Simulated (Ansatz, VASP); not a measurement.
# Cross-check of Hf (Hafnium) between VASP and Ansatz, part 2 of 2

Aim: how closely do two programs agree when they are given the same cell, functional and k mesh? The cell is taken from a series of runs on this material, whose earlier steps may have relaxed, scaled, displaced or heated it; both programs get it as it stands.

VASP 6.6.1 and Ansatz 0.2.0.

So far: The structure; Ansatz: zone-centre phonons, PBEsol; VASP: zone-centre phonons, PBEsol.

**3. VASP: zone-centre phonons, PBEsol (continued)**

Level of this step: PBEsol; plane waves and PAW (Hf_pv) (VASP).

Numbers of over 12 decimals in the logs are rounded to 6 here.

OUTCAR, selected parts (step 3):

```text
ion  position               nearest neighbor table
   1  0.333  0.667  0.250-   2 3.13   2 3.13   2 3.13   2 3.13   2 3.13   2 3.13
   2  0.667  0.333  0.750-   1 3.13   1 3.13   1 3.13   1 3.13   1 3.13   1 3.13

  LATTYP: Found a hexagonal cell.
 ALAT       =     3.1967000000
 C/A-ratio  =     1.5821941377

 Subroutine GETGRP returns: Found 24 space group operations
 (whereof 12 operations were pure point group operations)

The static configuration has the point symmetry D_3d.
 The point group associated with its full space group is D_6h.

 Found    222 irreducible k-points:

   k-points           NKPTS =    222   k-points in BZ     NKDIM =    222   number of bands    NBANDS=     16

   dimension x,y,z NGX =    24 NGY =   24 NGZ =   40
   dimension x,y,z NGXF=    48 NGYF=   48 NGZF=   80

   ENCUT  =  500.0 eV  36.75 Ry    6.06 a.u.   5.83  5.83  9.22*2*pi/ulx,y,z

   NELECT =      20.0000    total number of electrons

 k-points in reciprocal lattice and weights: Automatic mesh
   0.00000000  0.00000000  0.00000000       0.000
   0.05555556 -0.00000000  0.00000000       0.002
   0.11111111 -0.00000000  0.00000000       0.002
   0.16666667 -0.00000000  0.00000000       0.002
   0.22222222  0.00000000  0.00000000       0.002
   0.27777778  0.00000000  0.00000000       0.002
   0.33333333 -0.00000000  0.00000000       0.002
   0.38888889 -0.00000000  0.00000000       0.002
   0.44444444  0.00000000  0.00000000       0.002
[...]
0.33333333  0.27777778  0.50000000       0.004
   0.33333333  0.33333333  0.50000000       0.001

 average (electrostatic) potential at core
       1 -37.1880       2 -37.1880

  Total       -1.1337107     -1.1337107     -1.2240928      0.0000000     -0.0000000      0.0000000
  in kB      -40.5804424    -40.5804424    -43.8156120      0.0000000     -0.0000000      0.0000000
  external PRESSURE =     -41.6588322 kB  Pullay stress =       0.0000000 kB

  energy-cutoff  :      500.00
  volume of cell :       44.76
      direct lattice vectors                 reciprocal lattice vectors
     3.196700000  0.000000000  0.000000000     0.312822598  0.180608211  0.000000000
    -1.598350000  2.768423408  0.000000000     0.000000000  0.361216423  0.000000000
     0.000000000  0.000000000  5.057800000     0.000000000  0.000000000  0.197714421

 POSITION                                       TOTAL-FORCE (eV/Angst)
 -----------------------------------------------------------------------------------
      0.00000      1.84562      1.26445        -0.000000      0.000000      0.000000
      1.59835      0.92281      3.79335         0.000000     -0.000000      0.000000
 -----------------------------------------------------------------------------------
    total drift:                               -0.000000     -0.000000      0.000000

 Eigenvectors and eigenvalues of the dynamical matrix
 ----------------------------------------------------

   1 f  =    2.603915 THz    16.360881 2PiTHz   86.857259 cm-1    10.768923 meV
             X         Y         Z           dx          dy          dz
      0.000000  1.845616  1.264450     0.000000   -0.000000    0.707107
      1.598350  0.922808  3.793350     0.000000    0.000000   -0.707107

   2 f  =    2.401821 THz    15.091088 2PiTHz   80.116131 cm-1     9.933130 meV
             X         Y         Z           dx          dy          dz
      0.000000  1.845616  1.264450     0.000006    0.707107   -0.000000
      1.598350  0.922808  3.793350    -0.000006   -0.707107   -0.000000

   3 f  =    2.401821 THz    15.091088 2PiTHz   80.116131 cm-1     9.933130 meV
             X         Y         Z           dx          dy          dz
      0.000000  1.845616  1.264450     0.707107   -0.000006   -0.000000
      1.598350  0.922808  3.793350    -0.707107    0.000006   -0.000000

   4 f  =    0.000000 THz     0.000000 2PiTHz    0.000001 cm-1     0.000000 meV
             X         Y         Z           dx          dy          dz
      0.000000  1.845616  1.264450     0.687834    0.118317   -0.113514
      1.598350  0.922808  3.793350     0.687834    0.118317   -0.113514

   5 f  =    0.000000 THz     0.000000 2PiTHz    0.000000 cm-1     0.000000 meV
             X         Y         Z           dx          dy          dz
      0.000000  1.845616  1.264450     0.024528    0.409777    0.575744
      1.598350  0.922808  3.793350     0.024528    0.409777    0.575744

   6 f/i=    0.000000 THz     0.000000 2PiTHz    0.000000 cm-1     0.000000 meV
             X         Y         Z           dx          dy          dz
      0.000000  1.845616  1.264450    -0.162119    0.563989   -0.394504
      1.598350  0.922808  3.793350    -0.162119    0.563989   -0.394504

 ELASTIC MODULI CONTR FROM IONIC RELAXATION (kBar)
 Direction    XX          YY          ZZ          XY          YZ          ZX
 --------------------------------------------------------------------------------
 XX        -124.9910    124.9910      0.0000      0.0000      0.0000     -0.0000
 YY         124.9910   -124.9910     -0.0000      0.0000      0.0000      0.0000
 ZZ           0.0000     -0.0000     -0.0000      0.0000      0.0000     -0.0000
 XY           0.0000      0.0000      0.0000   -124.9910      0.0000      0.0000
 YZ           0.0000      0.0000      0.0000      0.0000      0.0000      0.0000
 ZX          -0.0000      0.0000     -0.0000      0.0000      0.0000     -0.0000
 --------------------------------------------------------------------------------
```

**4. Comparison**

Known differences besides the potentials themselves: the data sets hold 52 valence electrons in Ansatz (on its default PAW (the set named soft_2) files) and 20 in VASP; the cutoff is 420 eV in Ansatz and 500 eV in VASP; Ansatz makes its cores anew for this functional, VASP keeps those of its PBE data sets. Total energies have different zeros and are not compared.

Both answers:

```
                  quantity  Ansatz  VASP  difference
optical mode 1 to 2 (cm⁻¹)    79.5  80.1     -0.74 %
     optical mode 3 (cm⁻¹)    89.0  86.9     +2.46 %
```

Modes are paired by rising frequency, not by their patterns, so a pair may set unlike modes beside each other; they are those without the splitting of longitudinal modes.

**5. Outcome**

```
r.m.s. difference of the optical zone-centre modes, each program's sorted by frequency (zone-centre phonons, PBEsol) : 1.3 cm⁻¹
difference in optical mode 3 (zone-centre phonons, PBEsol)                                                           : +2.5 %
```

In words: The r.m.s. difference of the optical zone-centre modes, each program's sorted by frequency is 1.3 cm⁻¹ (zone-centre phonons, PBEsol). The data sets hold unlike numbers of valence electrons (52 in Ansatz and 20 in VASP), so part of the differences comes from the potentials. Among the rows given in per cent, the largest difference of the zone-centre phonons, PBEsol pair is in optical mode 3, +2.5 %. How closely two codes agree says nothing of how well the functional describes the real material.

[Lines on the potential files, build, host, timing and source positions are cut from VASP's logs without a mark.]

[Logs are printed without paths, hosts, clocks, repeated set-up lines and the standing remarks that a program may print on its own settings, such as how far it seeks lower states.]

[Hosts, paths, dates, database ids (printed as entryN), source tags and the programs' standing remarks are cut or masked in the printed files.]
